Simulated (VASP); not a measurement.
Mg3Sn (space group Imm2): computed properties

Computed with PBEsol GGA, VASP's PBE PAW potentials (set 64) (plane waves; VASP).

| Item | Result |
|---|---|
| space group | Imm2 (44) |
| cell | a = 3.2269 Å, b = 10.4625 Å, c = 5.3804 Å, α = β = γ = 90.00° |
| volume per atom | 22.71 Å^3/atom |
| band gap (over mesh and band path) | none (metal, semimetal or under 0.01 eV) |
| band gap with spin-orbit coupling | none (metallic) |
| density | 3.50 g/cm³ |

```yaml
crystal:
  lattice:
    - [-1.61346, 5.23126, 2.69021]
    - [1.61346, -5.23126, 2.69021]
    - [1.61346, 5.23126, -2.69021]
  atoms:
    - { symbol: Mg, position: [0.16256, 0.66256, 0.50000] }
    - { symbol: Mg, position: [0.75094, 0.00197, 0.74897] }
    - { symbol: Mg, position: [0.25300, 0.00197, 0.25103] }
    - { symbol: Sn, position: [0.66683, 0.66683, 0.00000] }
```

Unless said otherwise, spin-orbit coupling is left out, though it shifts the bands of the heavy elements here.

The structure comes from a computed database's Mg3Sn entry (Imm2); how it stands against other phases isn't given here. It was relaxed first. Symmetry was kept, so distortions that lower it aren't found.
